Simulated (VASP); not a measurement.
# In3SbO4 (I-42m) in VASP: relaxation of cell and atoms with PBE

Aim: the relaxation of cell and atoms of In3SbO4 with PBE.

All numbers are computed with VASP 6.6.1; they aren't measurements. Logs are shortened: lines on timing, memory, paths and dates and some standing lists are left out, and cuts for length are marked.

## Step 1: Starting point

It takes space group I-42m (No. 121, tetragonal). The conventional cell has a = 5.140 Å, b = 5.140 Å, c = 10.280 Å, α = 90.00°, β = 90.00°, γ = 90.00°. In (site symmetry -4) is surrounded by 4 O at 2.33 Å. Around In (site symmetry -42m) lie 4 O at 2.33 Å. Sb (site symmetry -42m) is surrounded by 4 O at 1.96 Å. O (site symmetry m) has 1 Sb at 1.96 Å as nearest neighbours.

The cell was built by a generator and needn't be a form met in nature.

## Step 2: Relaxation of cell and atoms, PBE

INCAR reads:

```
PREC = Normal
ENCUT = 520
EDIFF = 1E-4
ISMEAR = 0
SIGMA = 0.15
LREAL = False
LASPH = True
NELM = 60
ALGO = Fast
ISIF = 3
LWAVE = False
LCHARG = False
GGA = PE
IBRION = 2
NSW = 24
EDIFFG = -0.08
```

KPOINTS reads:

```
regular mesh
0
Gamma
  4 4 4
```

POSCAR reads:

```
In3SbO4
1.0
   -2.5700000000      2.5700000000      5.1400000000
    2.5700000000     -2.5700000000      5.1400000000
    2.5700000000      2.5700000000     -5.1400000000
In Sb O
3 1 4
Direct
    0.2500000000      0.7500000000      0.5000000000
    0.7500000000      0.2500000000      0.5000000000
    0.5000000000      0.5000000000      0.0000000000
    0.0000000000      0.0000000000      0.0000000000
    0.1100000000      0.1100000000      0.4400000000
    0.6700000000      0.6700000000      0.5600000000
    0.3300000000      0.8900000000      0.0000000000
    0.8900000000      0.3300000000      0.0000000000
```

Potentials or basis: VASP PAW PBE potentials, release 64 (In_d, Sb, O).

Launch:

```bash
> cat potpaw_PBE.64/In_d/POTCAR potpaw_PBE.64/Sb/POTCAR potpaw_PBE.64/O/POTCAR > POTCAR
> mpirun -np 1 vasp_std > vasp.out
```

OUTCAR:

```text
PREC = Normal
   ENCUT = 520
   EDIFF = 1E-4
   ISMEAR = 0
   LREAL = False
   LASPH = True
   NELM = 60
   ISIF = 3
   GGA = PE
   IBRION = 2
   NSW = 24
   EDIFFG = -0.08

 ion  position               nearest neighbor table
   1  0.250  0.750  0.500-   8 2.33   6 2.33   7 2.33   5 2.33   4 3.63   4 3.63   3 3.63   2 3.63
                             3 3.63   4 3.63   3 3.63   2 3.63   4 3.63   2 3.63   3 3.63   2 3.63
   2  0.750  0.250  0.500-   7 2.33   6 2.33   8 2.33   5 2.33   4 3.63   3 3.63   4 3.63   1 3.63
                             3 3.63   4 3.63   3 3.63   1 3.63   3 3.63   1 3.63   4 3.63   1 3.63
   3  0.500  0.500  0.000-   7 2.33   8 2.33   5 2.33   6 2.33   1 3.63   2 3.63   2 3.63   4 3.63
                             1 3.63   2 3.63   1 3.63   4 3.63   1 3.63   4 3.63   2 3.63   4 3.63
   4  0.000  0.000  0.000-   5 1.96   6 1.96   7 1.96   8 1.96   2 3.63   2 3.63   1 3.63   3 3.63
                             1 3.63   1 3.63   2 3.63   3 3.63   2 3.63   3 3.63   1 3.63   3 3.63
   5  0.110  0.110  0.440-   4 1.96   3 2.33   2 2.33   1 2.33
   6  0.670  0.670  0.560-   4 1.96   2 2.33   1 2.33   3 2.33
   7  0.330  0.890  0.000-   4 1.96   3 2.33   2 2.33   1 2.33
   8  0.890  0.330  0.000-   4 1.96   3 2.33   1 2.33   2 2.33

  LATTYP: Found a body centered tetragonal cell.
 ALAT       =     5.1400000000
 C/A-ratio  =     2.0000000000

  Lattice vectors:

 A1 = (  -2.5700000000,   2.5700000000,   5.1400000000)
 A2 = (   2.5700000000,  -2.5700000000,   5.1400000000)
 A3 = (   2.5700000000,   2.5700000000,  -5.1400000000)

Analysis of symmetry for initial positions (statically):
=====================================================================
 Subroutine PRICEL returns:
 Original cell was already a primitive cell.

 Routine SETGRP: Setting up the symmetry group for a
 body centered tetragonal supercell.

 Subroutine GETGRP returns: Found  8 space group operations
 (whereof  8 operations were pure point group operations)
 out of a pool of 16 trial point group operations.

The static configuration has the point symmetry D_2d.

Analysis of symmetry for dynamics (positions and initial velocities):
=====================================================================
 Subroutine PRICEL returns:
 Original cell was already a primitive cell.

 Routine SETGRP: Setting up the symmetry group for a
 body centered tetragonal supercell.

 Subroutine GETGRP returns: Found  8 space group operations
 (whereof  8 operations were pure point group operations)
 out of a pool of 16 trial point group operations.

The dynamic configuration has the point symmetry D_2d.

 Subroutine INISYM returns: Found  8 space group operations
 (whereof  8 operations are pure point group operations),
 and found     1 'primitive' translations

----------------------------------------------------------------------------------------
[... 118 lines left out ...]
   GGA     = PE    functional components
   LHFCALC =     F    Hartree Fock is set to
   AEXX    =    0.0000 exact exchange contribution
   IVDW    =     0    specifies the selected vdW correction
   LEPSILON=     F    determine dielectric tensor
   LRPA    =     F    only Hartree local field effects (RPA)
 conjugate gradient relaxation of ions
 non-spin polarized calculation
 RMM-DIIS sequential band-by-band and
 Gauss-broadening in eV      SIGMA  =   0.15
  energy-cutoff  :      520.00
  volume of cell :      135.80
 maximum number of plane-waves:      3739
   NGX = 23   NGY = 23   NGZ = 23

--------------------------------------- Ionic step        1  -------------------------------------------

 number of electron      68.0000014 magnetization

 Free energy of the ion-electron system (eV)
  ---------------------------------------------------
  ext. energy  EPLUGINS =         0.00000000
  ---------------------------------------------------
  free energy    TOTEN  =       -37.14333934 eV

  energy without entropy =      -37.12028842  energy(sigma->0) =      -37.13181388

------------------------ aborting loop because EDIFF is reached ----------------------------------------

  FORCE on cell =-STRESS in cart. coord.  units (eV):
  Direction    XX          YY          ZZ          XY          YZ          ZX
  --------------------------------------------------------------------------------------
  -------------------------------------------------------------------------------------
  Total       11.5060299     11.5060299     11.7068284      0.0000000     -0.0000000      0.0000000
  in kB      135.7521525    135.7521525    138.1212434      0.0000000     -0.0000000      0.0000000
  external PRESSURE =     136.5418494 kB  Pullay stress =       0.0000000 kB
[... 107 lines left out ...]
  FREE ENERGIE OF THE ION-ELECTRON SYSTEM (eV)
  ---------------------------------------------------
  free  energy   TOTEN  =       -38.0259053327 eV

  energy  without entropy=      -37.9894146781  energy(sigma->0) =      -38.00766001

 E-fermi :   7.2490     XC(G=0): -10.2508

 val. band max:        7.2242076528   @ k =  -0.2500  -0.2500   0.2500
 cond. band min:       7.2552590711   @ k =  -0.2500  -0.2500   0.2500
 fundamental gap:      0.0310514183
 Fermi energy:         7.2489553543

 k-point     1 :       0.0000    0.0000    0.0000
  band No.  band energies     occupation
      1     -12.6838      2.00000
      2     -12.3778      2.00000
      3     -12.3778      2.00000
      4     -12.3669      2.00000
      5      -7.9157      2.00000
      6      -7.8827      2.00000
[... 548 lines left out ...]
     39      11.9479      0.00000
     40      12.4576      0.00000

[... ionic steps 4 to 15 ...]

--------------------------------------- Ionic step       16  -------------------------------------------

 number of electron      68.0000037 magnetization

------------------------ aborting loop because EDIFF is reached ----------------------------------------
[... 79 lines left out ...]
--------------------------------------- Ionic step       18  -------------------------------------------

 number of electron      68.0000045 magnetization

 Free energy of the ion-electron system (eV)
  ---------------------------------------------------
  ext. energy  EPLUGINS =         0.00000000
  ---------------------------------------------------
  free energy    TOTEN  =       -38.46323981 eV

  energy without entropy =      -38.42818105  energy(sigma->0) =      -38.44571043

 E-fermi :   6.4864     XC(G=0):  -9.8688

 val. band max:        6.4277906966   @ k =  -0.2500  -0.2500   0.2500
 cond. band min:       6.5039217357   @ k =   0.2500   0.0000   0.0000
 fundamental gap:      0.0761310391
 Fermi energy:         6.4864344722

 k-point     1 :       0.0000    0.0000    0.0000
  band No.  band energies     occupation
      1     -13.0349      2.00000
      2     -12.7361      2.00000
      3     -12.7361      2.00000
      4     -12.7255      2.00000
      5      -8.5665      2.00000
      6      -8.5410      2.00000
[... 583 lines left out ...]
  FREE ENERGIE OF THE ION-ELECTRON SYSTEM (eV)
  ---------------------------------------------------
  free  energy   TOTEN  =       -38.4632398133 eV

  energy  without entropy=      -38.4281810473  energy(sigma->0) =      -38.44571043

 reached required accuracy - stopping structural energy minimisation
```

OSZICAR:

```text
N       E                     dE             d eps       ncg     rms          rms(c)
DAV:   1     0.849869526853E+03    0.84987E+03   -0.31787E+04  1040   0.212E+03
DAV:   2     0.111372687157E+03   -0.73850E+03   -0.71415E+03  1120   0.568E+02
DAV:   3    -0.349868802474E+02   -0.14636E+03   -0.14366E+03  1320   0.242E+02
[... 200 lines left out ...]
RMM:   9    -0.384636007357E+02    0.35930E-02   -0.30000E-02  1612   0.151E+00    0.610E-01
RMM:  10    -0.384645324475E+02   -0.93171E-03   -0.34458E-03  1353   0.328E-01    0.819E-01
RMM:  11    -0.384633315041E+02    0.12009E-02   -0.25218E-03  1281   0.447E-01    0.221E-01
RMM:  12    -0.384632126782E+02    0.11883E-03   -0.91326E-04  1160   0.202E-01    0.169E-02
RMM:  13    -0.384632398133E+02   -0.27135E-04   -0.12263E-04   574   0.112E-01
  18 F= -.38463240E+02 E0= -.38445710E+02  d E =-.198334E-01
```

Run time: 7.7 min. Hardware: 1 thread of Intel Xeon Platinum 8488C (Sapphire Rapids), shared host; peak memory 0.24 GiB.

What came out:

```yaml
Free_energy: -38.4632 eV
Relaxed_volume: 18.51 Å³/atom
Relaxed_cell: a = 6.525 Å, b = 6.525 Å, c = 6.525 Å, α = 132.52°, β = 132.52°, γ = 69.42°
Space_group_after_relaxing_to_0.05_Å: I-42m (No. 121)
Energy_gained_by_relaxing: 165.0 meV/atom
Ionic_steps: 18
Pressure_after_relaxing: 0.2 GPa
Largest_force_after_relaxing: 0.078 eV/Å
Band_gap_on_the_k_mesh: none (metal or under the smearing width)
```

Forces in eV/Å, atoms in the order of the input:
```
In   0.000  0.000  0.000
In   0.000  0.000  0.000
In   0.000  0.000  0.000
Sb   0.000  0.000  0.000
O   -0.014 -0.014 -0.075
O    0.014  0.014 -0.075
O    0.014 -0.014  0.075
O   -0.014  0.014  0.075
```

The path:
| step | energy change (eV) | largest force (eV/Å) | pressure (GPa) | volume (Å³) |
| --- | --- | --- | --- | --- |
| 1 | 0.0000 | 1.0677 | 13.65 | 135.80 |
| 2 | -0.7728 | 0.0573 | -4.05 | 166.26 |
| 3 | -0.8826 | 0.2208 | -0.23 | 157.08 |
| 4 | -0.8926 | 0.2512 | -0.24 | 156.63 |
| 5 | -0.9321 | 0.3820 | -0.04 | 155.28 |
| 6 | -1.0589 | 0.5931 | 0.20 | 152.61 |
| 7 | -1.2655 | 0.2912 | 1.35 | 147.36 |
| 8 | -0.9132 | 1.2675 | 6.70 | 137.19 |
| 9 | -1.2815 | 0.2042 | 1.89 | 145.65 |
| 10 | -1.2833 | 0.1564 | 2.31 | 144.71 |
| 11 | -1.2885 | 0.1393 | 2.10 | 144.84 |
| 12 | -1.2983 | 0.1391 | 1.78 | 145.24 |
| 13 | -1.2932 | 0.2847 | 1.10 | 146.02 |
| 14 | -1.3001 | 0.1783 | 1.36 | 145.51 |
| 15 | -1.3058 | 0.1519 | 1.12 | 145.97 |
| 16 | -1.3172 | 0.1023 | 0.35 | 147.35 |
| 17 | -1.3161 | 0.0406 | -2.06 | 150.15 |
| 18 | -1.3199 | 0.0776 | 0.24 | 148.11 |

Final structure:
```xyz
8
Lattice="-2.6273 2.6273 5.3643 2.6273 -2.6273 5.3643 2.6273 2.6273 -5.3643" Properties=species:S:1:pos:R:3 pbc="T T T"
In    2.6273    0.0000    2.6821
In    0.0000    2.6273    2.6821
In    0.0000    0.0000    5.3643
Sb    0.0000    0.0000    0.0000
O     1.3846    1.3846   -1.3113
O     1.2427    1.2427    4.0530
O     1.2427   -1.2427    6.6755
O    -1.2427    1.2427    6.6755
```

Caveat: the k mesh is coarse (spacing up to 0.43 Å⁻¹), so the values aren't converged; the relaxation stopped at a loose force limit of 0.08 eV/Å, so its end isn't a converged minimum. Spin-orbit coupling is left out, which matters for the levels of Sb.
